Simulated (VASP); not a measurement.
A VASP calculation is set up with these files.

KPOINTS:
```
Automatic mesh
0
Gamma
3 3 3
0 0 0
```

### INCAR
```
SYSTEM  =  MoRu
PREC  =  Accurate; ENCUT  =  300; LREAL  =  .FALSE.
LASPH  =  .TRUE.
EDIFF  =  1E-6; NELM  =  100; ALGO  =  Normal
LMAXMIX  =  4
ISMEAR  =  0; SIGMA  =  0.1
GGA  =  PE
ISIF  =  2
LWAVE  =  .FALSE.; LCHARG  =  .FALSE.
```

### POSCAR
```
MoRu
4.3118380
  0.0000000000   0.7071068069   0.7071068069
  0.7071068069   0.0000000000   0.7071068069
  0.7071068069   0.7071068069   0.0000000000
Mo Ru
2 2
Cart
  1.0606602103   1.0606602103   1.0606602103
  0.7071068069   0.7071068069   0.7071068069
  0.0000000000   0.0000000000   0.0000000000
  0.3535534034   0.3535534034   0.3535534034
```

POTCAR, in this order: Mo_sv Ru_pv (PBE.64 set). Program: vasp_std.

Question: Write an equivalent input for Quantum ESPRESSO's pw.x.

Answer: One equivalent input (not run):
```
&CONTROL
  calculation = 'scf'
  pseudo_dir = './pseudo'
  outdir = './out'
  tprnfor = .true.
  tstress = .true.
/
&SYSTEM
  ibrav = 0
  nat = 4
  ntyp = 2
  ecutwfc = 84
  occupations = 'smearing'
  smearing = 'gaussian'
  degauss = 0.00735
  input_dft = 'pbe'
/
&ELECTRONS
  conv_thr = 7.3e-08
  electron_maxstep = 100
/
ATOMIC_SPECIES
  Mo 95.950 Mo.upf
  Ru 101.070 Ru.upf
CELL_PARAMETERS angstrom
     0.0000000    3.0489300    3.0489300
     3.0489300    0.0000000    3.0489300
     3.0489300    3.0489300    0.0000000
ATOMIC_POSITIONS crystal
  Mo   0.7500000  0.7500000  0.7500000
  Mo   0.5000000  0.5000000  0.5000000
  Ru   0.0000000  0.0000000  0.0000000
  Ru   0.2500000  0.2500000  0.2500000
K_POINTS automatic
  3 3 3 0 0 0
```
Limits of the translation: the potentials are each code's own (VASP's PAW set, PseudoDojo norm-conserving files in pw.x), so ENCUT and ecutwfc are chosen apart and not converted; conv_thr bounds pw.x's estimated SCF error, while EDIFF bounds the energy change between steps.

The structure was generated: MoRu was put into an ordered model structure, which need not be its known phase. The cell was not relaxed at this level. The k-mesh is coarse (spacing up to 0.59 per Å, 2π included), so the numbers may not be converged in it. The run is one of a series of settings (KPOINTS 3×3×3 Γ-centred mesh against the base run), some of them coarse on purpose.
